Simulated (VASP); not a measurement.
# KRh (Pm-3m) in VASP: notebook

One crystal, KRh, is run at these levels: PBEsol, r2SCANh+D3(BJ); tasks: band structure, density of states.

All numbers are computed with VASP 6.6.1; they aren't measurements. Logs are shortened: lines on timing, memory, paths and dates and some standing lists are left out, and cuts for length are marked.

## Step 1: The structure

The structure is cubic, space group Pm-3m (No. 221). The conventional cell has a = 3.927 Å, b = 3.927 Å, c = 3.927 Å, α = 90.00°, β = 90.00°, γ = 90.00°. Around K (site symmetry m-3m) lie 8 Rh at 3.40 Å. Rh (site symmetry m-3m) has 8 K at 3.40 Å as nearest neighbours.

The cell was built by a generator and needn't be a form met in nature.

## Step 2: Band structure, PBEsol

Input file run.py:

```python
from ase import Atoms
from ase.calculators.vasp import Vasp
from ase.dft.bandgap import bandgap

atoms = Atoms(
    ['K', 'Rh'],
    cell=[[3.92662315, 0.0, 0.0], [0.0, 3.92662315, 0.0], [0.0, 0.0, 3.92662315]],
    scaled_positions=[[0.0, 0.0, 0.0], [0.5, 0.5, 0.5]],
    pbc=True,
)
calc = Vasp(
    directory='calc',
    xc='pbesol',
    pp='PBE',
    setups='minimal',
    pp_version='54',
    prec='Accurate',
    encut=450,
    ediff=1e-06,
    ismear=1,
    sigma=0.2,
    lreal=False,
    lasph=True,
    nelm=100,
    algo='Normal',
    isif=2,
    lwave=False,
    lcharg=True,
    lmaxmix=4,
    kpts=[7, 7, 7],
    gamma=True,
)
atoms.calc = calc

print('energy (eV):', atoms.get_potential_energy())
print('free energy (eV):', atoms.get_potential_energy(force_consistent=True))
efermi = calc.get_fermi_level()
print('Fermi level (eV):', efermi)
path = atoms.cell.bandpath(npoints=40, eps=1e-4)
print('path:', path.path)
calc.set(kpts=path.kpts, reciprocal=True, icharg=11, isym=0, lcharg=False)
calc.calculate(atoms)
print('gap on the path (eV):', bandgap(calc, efermi=efermi)[0])
print('direct gap on the path (eV):', bandgap(calc, efermi=efermi, direct=True)[0])
```

Potentials or basis: VASP PAW PBE potentials, release 54 (K_pv, Rh).

On the command line:

```console
python run.py
```

Output:

```text
energy (eV): -6.11845231
free energy (eV): -6.11365178
Fermi level (eV): 0.03895565
path: GXMGRX,MR
gap on the path (eV): 0.0
direct gap on the path (eV): 0.0
```

OUTCAR:

```text
ENCUT = 450.000000
   EDIFF = 1.00e-06
   GGA = PS
   PREC = Accurate
   ICHARG = 11
   ISIF = 2
   ISMEAR = 1
   ISYM = 0
   NELM = 100
   LASPH = .TRUE.
   LREAL = .FALSE.

 ion  position               nearest neighbor table
   1  0.000  0.000  0.000-   2 3.40   2 3.40   2 3.40   2 3.40   2 3.40   2 3.40   2 3.40   2 3.40

   2  0.500  0.500  0.500-   1 3.40   1 3.40   1 3.40   1 3.40   1 3.40   1 3.40   1 3.40   1 3.40

IMPORTANT INFORMATION: All symmetrisations will be switched off!
NOSYMM: (Re-)initialisation of all symmetry stuff for point group C_1.

----------------------------------------------------------------------------------------

                                     Primitive cell

  volume of cell :      60.5421

  direct lattice vectors                    reciprocal lattice vectors
     3.926623150  0.000000000  0.000000000     0.254671753  0.000000000  0.000000000
     0.000000000  3.926623150  0.000000000     0.000000000  0.254671753  0.000000000
     0.000000000  0.000000000  3.926623150     0.000000000  0.000000000  0.254671753

  length of vectors
     3.926623150  3.926623150  3.926623150     0.254671753  0.254671753  0.254671753

  position of ions in fractional coordinates (direct lattice)
     0.000000000  0.000000000  0.000000000
     0.500000000  0.500000000  0.500000000

  ion indices of the primitive-cell ions
   primitive index   ion index
                 1           1
                 2           2

----------------------------------------------------------------------------------------

 KPOINTS: KPOINTS created by Atomic Simulation Env

Read explicit list of k-points.

 Found     40 k-points:

 Following reciprocal coordinates:
            Coordinates               Weight
  0.000000  0.000000  0.000000      0.025000
  0.000000  0.125000  0.000000      0.025000
  0.000000  0.250000  0.000000      0.025000
  0.000000  0.375000  0.000000      0.025000
  0.000000  0.500000  0.000000      0.025000
  0.125000  0.500000  0.000000      0.025000
[... 16 lines left out ...]
  0.388889  0.388889  0.388889      0.025000
  0.444444  0.444444  0.444444      0.025000
 [... further k-points ...]
   k-points           NKPTS =     40   k-points in BZ     NKDIM =     40   number of bands    NBANDS=     12
   number of dos      NEDOS =    301   number of ions     NIONS =      2
   total plane-waves  NPLWV =  21952
   dimension x,y,z NGX =    28 NGY =   28 NGZ =   28
   dimension x,y,z NGXF=    56 NGYF=   56 NGZF=   56
   ions per type =               1   1
   NGX,Y,Z   is equivalent  to a cutoff of  11.85, 11.85, 11.85 a.u.
   NGXF,Y,Z  is equivalent  to a cutoff of  23.71, 23.71, 23.71 a.u.
 SYSTEM =  unknown system
   PREC   = accura    normal or accurate (medium, high low for compatibility)
   ISTART =      0    job   : 0-new  1-cont  2-samecut
   ICHARG =     11    charge: 1-file 2-atom 10-const
   ISPIN  =      1    spin polarized calculation?
   LNONCOLLINEAR =      F non collinear calculations
   LSORBIT =      F    spin-orbit coupling
   LASPH  =      T    aspherical Exc in radial PAW
   ENCUT  =  450.0 eV  33.07 Ry    5.75 a.u.   6.79  6.79  6.79*2*pi/ulx,y,z
   NELM   =    100;   NELMIN=  2; NELMDL=  0     # of ELM steps
   EDIFF  = 0.1E-05   stopping-criterion for ELM
   LREAL  =      F    real-space projection
   EDIFFG = 0.1E-04   stopping-criterion for IOM
   NSW    =      0    number of steps for IOM
   IBRION =     -1    ionic relax: 0-MD 1-quasi-New 2-CG
   NFREE  =      0    steps in history (QN), initial steepest desc. (CG)
   ISIF   =      2    stress and relaxation
   ISYM   =      0    0-nonsym 1-usesym 2-fastsym
   POTIM  = 0.5000    time-step for ionic-motion
   TEBEG  =    0.0;   TEEND  =   0.0 temperature during run
   PSTRESS=    0.0 pullay stress
   NELECT =      16.0000    total number of electrons
   NUPDOWN=      -1.0000    fix difference up-down
   EMIN   =  10.00;   EMAX   =-10.00  energy-range for DOS
   EFERMI =   0.00;   METHOD = LEGACY
   ISMEAR =     1;   SIGMA  =   0.20  broadening in eV -4-tet -1-fermi 0-gaus
   EFERMI_NEDOS =   21; number of points for ismear=-14 and -15
   IALGO  =     38    algorithm
   IMIX   =      4    mixing-type and parameters
     AMIX     =   0.40;   BMIX     =  1.00
     AMIX_MAG =   1.60;   BMIX_MAG =  1.00
  volume/ion in A,a.u.               =      30.27       204.28
  Fermi-wavevector in a.u.,A,eV,Ry     =   1.050580  1.985307 15.016986  1.103717
  Thomas-Fermi vector in A             =   2.185588
   LORBIT       =      0    0 simple, 1 ext, 2 COOP (PROOUT), +10 PAW based schemes
   GGA     = PS    functional components
   LHFCALC =     F    Hartree Fock is set to
   AEXX    =    0.0000 exact exchange contribution
   IVDW    =     0    specifies the selected vdW correction
   LEPSILON=     F    determine dielectric tensor
   LRPA    =     F    only Hartree local field effects (RPA)
 non-spin polarized calculation
 Methfessel and Paxton  Order N= 1 SIGMA  =   0.20
  energy-cutoff  :      450.00
  volume of cell :       60.54
 maximum number of plane-waves:      1357
 NGX is ok and might be reduce to    28

 number of electron      15.9999996 magnetization

 Free energy of the ion-electron system (eV)
  ---------------------------------------------------
  ext. energy  EPLUGINS =         0.00000000
  ---------------------------------------------------
  free energy    TOTEN  =        -6.29356480 eV

  energy without entropy =       -6.30269053  energy(sigma->0) =       -6.29660671

 E-fermi :   0.1829     XC(G=0):  -8.8053

 val. band max:        0.1644036555   @ k =   0.3750   0.5000   0.3750
 cond. band min:       0.1847556083   @ k =   0.4286   0.4286   0.0000
 fundamental gap:      0.0203519529
 Fermi energy:         0.1828591778

 k-point     1 :       0.0000    0.0000    0.0000
  band No.  band energies     occupation
      1     -12.7751      2.00000
      2     -12.7751      2.00000
      3     -12.7751      2.00000
      4      -2.5603      2.00000
      5      -0.9352      2.00000
      6      -0.9352      2.00000
      7       0.0128      2.00354
      8       0.0128      2.00354
      9       0.0128      2.00354
     10       5.9136      0.00000
     11       5.9136      0.00000
     12       7.7268      0.00000

 k-point     2 :       0.0000    0.1250    0.0000
  band No.  band energies     occupation
      1     -12.8143      2.00000
      2     -12.7725      2.00000
      3     -12.7725      2.00000
      4      -2.3664      2.00000
      5      -0.9069      2.00000
      6      -0.8587      2.00000
      7      -0.0141      2.04696
      8      -0.0141      2.04695
      9       0.0222      1.98177
     10       5.3586      0.00000
     11       5.8737      0.00000
     12       7.3909      0.00000

 k-point     3 :       0.0000    0.2500    0.0000
  band No.  band energies     occupation
      1     -12.9070      2.00000
      2     -12.7662      2.00000
      3     -12.7662      2.00000
      4      -1.8337      2.00000
      5      -0.8364      2.00000
      6      -0.6358      2.00000
      7      -0.0776      2.06925
      8      -0.0776      2.06925
      9       0.0449      1.91238
     10       3.9431     -0.00000
     11       5.7718      0.00000
     12       6.8322      0.00000
[... 286 lines left out ...]
 k-point    23 :       0.3889    0.3889    0.3889
  band No.  band energies     occupation
      1     -12.9364      2.00000
      2     -12.9341      2.00000
      3     -12.9341      2.00000
      4      -0.5434      2.00000
      5      -0.4434      2.00009
      6      -0.4434      2.00009
      7       0.0796      1.75789
      8       0.0796      1.75788
      9       1.4602     -0.00000
     10       3.2355     -0.00000
     11       3.2355     -0.00000
     12       5.6209      0.00000

 k-point    24 :       0.4444    0.4444    0.4444
  band No.  band energies     occupation
      1     -12.9493      2.00000
      2     -12.9489      2.00000
      3     -12.9489      2.00000
      4      -0.5119      2.00001
      5      -0.4809      2.00003
      6      -0.4809      2.00003
      7       0.2343      0.58038
      8       0.2343      0.58038
      9       2.2556     -0.00000
     10       2.8968     -0.00000
     11       2.8968     -0.00000
     12       4.7713      0.00000

 [... further k-points ...]
[... 5 lines left out ...]
  --------------------------------------------------------------------------------------
  -------------------------------------------------------------------------------------
  Total        0.9160040      3.2243025     -0.2625331      0.5099978      0.1401778     -0.0166920
  in kB       24.2409861     85.3274366     -6.9476354     13.4965026      3.7096430     -0.4417351
  external PRESSURE =      34.2069291 kB  Pullay stress =       0.0000000 kB

 VOLUME and BASIS-vectors are now :
 -----------------------------------------------------------------------------
  energy-cutoff  :      450.00
  volume of cell :       60.54
      direct lattice vectors                 reciprocal lattice vectors
     3.926623150  0.000000000  0.000000000     0.254671753  0.000000000  0.000000000
     0.000000000  3.926623150  0.000000000     0.000000000  0.254671753  0.000000000
     0.000000000  0.000000000  3.926623150     0.000000000  0.000000000  0.254671753

 POSITION                                       TOTAL-FORCE (eV/Angst)
 -----------------------------------------------------------------------------------
      0.00000      0.00000      0.00000        -0.000006      0.000000     -0.000003
      1.96331      1.96331      1.96331         0.000006     -0.000000      0.000003
 -----------------------------------------------------------------------------------
    total drift:                               -0.000009     -0.000003     -0.000014

  FREE ENERGIE OF THE ION-ELECTRON SYSTEM (eV)
  ---------------------------------------------------
  free  energy   TOTEN  =        -6.2935648036 eV

  energy  without entropy=       -6.3026905298  energy(sigma->0) =       -6.29660671
```

INCAR:

```text
ENCUT = 450.000000
SIGMA = 0.200000
EDIFF = 1.00e-06
ALGO = Normal
GGA = PS
PREC = Accurate
ICHARG = 11
ISIF = 2
ISMEAR = 1
ISYM = 0
LMAXMIX = 4
NELM = 100
LASPH = .TRUE.
LCHARG = .FALSE.
LWAVE = .FALSE.
LREAL = .FALSE.
```

Run time: 30 s. Hardware: 1 thread of Intel Xeon Platinum 8259CL at 2.50GHz (Skylake/Cascade Lake), shared host; peak memory 0.16 GiB.

What came out:

```yaml
Band_gap_along_the_path: none (metal or under the smearing width)
```

Levels at the corners of the path, in eV from the Fermi level:
| point | band 6 | band 7 | band 8 | band 9 | band 10 | band 11 |
| --- | --- | --- | --- | --- | --- | --- |
| Γ | -0.97 | -0.03 | -0.03 | -0.03 | 5.87 | 5.87 |
| X | -0.20 | -0.20 | 0.04 | 0.74 | 0.95 | 5.57 |
| M | -0.33 | -0.33 | 0.24 | 1.61 | 3.01 | 3.01 |
| Γ | -0.97 | -0.03 | -0.03 | -0.03 | 5.87 | 5.87 |
| R | -0.53 | 0.26 | 0.26 | 2.73 | 2.73 | 2.73 |
| X | -0.20 | -0.20 | 0.04 | 0.74 | 0.95 | 5.57 |
| M | -0.33 | -0.33 | 0.24 | 1.61 | 3.01 | 3.01 |
| R | -0.53 | 0.26 | 0.26 | 2.73 | 2.73 | 2.73 |

Caveat: the log is that of the step along the path at fixed density, whose energy, stress, charges and moments have no meaning; the PAW data sets were made with another functional, which shifts forces and pressure a little.

(Part 1 of 2 ends here.)
